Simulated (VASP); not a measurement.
Computed with LDA (Ceperley-Alder, Perdew-Zunger), VASP's LDA PAW potentials (set 64) (plane waves; VASP).

VASP input:

### INCAR
```
SYSTEM  =  CaC2
PREC  =  Accurate; ENCUT  =  400; LREAL  =  .FALSE.
LASPH  =  .TRUE.
EDIFF  =  1E-6; NELM  =  100; ALGO  =  Normal
ISMEAR  =  0; SIGMA  =  0.01
ISIF  =  2
LWAVE  =  .FALSE.; LCHARG  =  .FALSE.
```

### KPOINTS
```
Automatic mesh
0
G
 2 2 1
```

**POSCAR**
```
CaC2
1.0
  3.8762460000   0.0000000000   0.0000000000
  1.8496410000   3.5393480000   0.0000000000
  0.4117880000   1.0069440000   7.2199330000
Ca C
2 4
direct
  0.2255500000   0.9806000000   0.7524700000
  0.7744500000   0.0194000000   0.2475300000
  0.1314500000   0.4005100000   0.0601600000
  0.8685500000   0.5994900000   0.9398400000
  0.4481600000   0.6344100000   0.4339600000
  0.5518400000   0.3655900000   0.5660400000
```

POTCAR, in this order: Ca_sv C (LDA.64 set). Program: vasp_std.

The run wrote:

### OSZICAR
```
       N       E                     dE             d eps       ncg     rms          rms(c)
DAV:   1     0.240226217155E+03    0.24023E+03   -0.15991E+04   184   0.125E+03
DAV:   2    -0.297843520164E+02   -0.27001E+03   -0.26375E+03   220   0.367E+02
DAV:   3    -0.489200114735E+02   -0.19136E+02   -0.19090E+02   288   0.848E+01
DAV:   4    -0.496948638316E+02   -0.77485E+00   -0.77419E+00   260   0.158E+01
DAV:   5    -0.497216064572E+02   -0.26743E-01   -0.26742E-01   256   0.217E+00    0.129E+01
DAV:   6    -0.444561187684E+02    0.52655E+01   -0.14749E+01   218   0.173E+01    0.613E+00
DAV:   7    -0.440463424250E+02    0.40978E+00   -0.36579E+00   256   0.858E+00    0.248E+00
DAV:   8    -0.440386595696E+02    0.76829E-02   -0.66282E-01   214   0.439E+00    0.744E-01
DAV:   9    -0.440180925442E+02    0.20567E-01   -0.11983E-01   214   0.170E+00    0.182E-01
DAV:  10    -0.440191674670E+02   -0.10749E-02   -0.10225E-02   330   0.497E-01    0.971E-02
DAV:  11    -0.440192113348E+02   -0.43868E-04   -0.81666E-04   234   0.128E-01    0.609E-02
DAV:  12    -0.440191756956E+02    0.35639E-04   -0.21501E-04   218   0.111E-01    0.108E-02
DAV:  13    -0.440191751752E+02    0.52039E-06   -0.19204E-05   306   0.282E-02    0.262E-03
DAV:  14    -0.440191751340E+02    0.41243E-07   -0.11601E-06   138   0.816E-03
   1 F= -.44019175E+02 E0= -.44019175E+02  d E =-.427238E-84
```

File OUTCAR:
```
------------------------ aborting loop because EDIFF is reached ----------------------------------------
  FORCE on cell =-STRESS in cart. coord.  units (eV):
  Direction    XX          YY          ZZ          XY          YZ          ZX
  --------------------------------------------------------------------------------------
  Total       -2.1484241     -2.9179887     -4.6977381      0.0915339      0.5176247     -0.3777788
  in kB      -34.7506423    -47.1983067    -75.9856569      1.4805555      8.3725514     -6.1105515
  external PRESSURE =     -52.6448686 kB  Pullay stress =       0.0000000 kB
  volume of cell :       99.05
      direct lattice vectors                 reciprocal lattice vectors
     3.876246000  0.000000000  0.000000000     0.257981563 -0.134819542  0.004088960
     1.849641000  3.539348000  0.000000000     0.000000000  0.282537914 -0.039404778
     0.411788000  1.006944000  7.219933000     0.000000000  0.000000000  0.138505440
 POSITION                                       TOTAL-FORCE (eV/Angst)
 -----------------------------------------------------------------------------------
      2.99790      4.22838      5.43278         0.069205     -0.023528      0.030499
      3.13977      0.31791      1.78715        -0.069205      0.023528     -0.030499
      1.27511      1.47812      0.43435        -0.311511      0.217022     -0.420380
      4.86257      3.06817      6.78558         0.311511     -0.217022      0.420380
      3.08931      2.68237      3.13316         0.047690     -0.237945      0.444191
      3.04837      1.86392      4.08677        -0.047690      0.237945     -0.444191
 -----------------------------------------------------------------------------------
    total drift:                               -0.000000      0.000000     -0.000000
  FREE ENERGIE OF THE ION-ELECTRON SYSTEM (eV)
  ---------------------------------------------------
  free  energy   TOTEN  =       -44.0191751340 eV

  energy  without entropy=      -44.0191751340  energy(sigma->0) =      -44.01917513
```
(Selected blocks of OUTCAR.)

At this cut-off the stress carries a Pulay error, which pulls relaxed volumes low.

The structure comes from a computed database's CaC2 entry; how it stands against other phases isn't given here. The cell was not relaxed at this level. The k-mesh is coarse (spacing up to 0.91 per Å, 2π included), so the numbers may not be converged in it. The run is one of a series of settings (KPOINTS 2×2×1 Γ-centred mesh against the base run), some of them coarse on purpose.
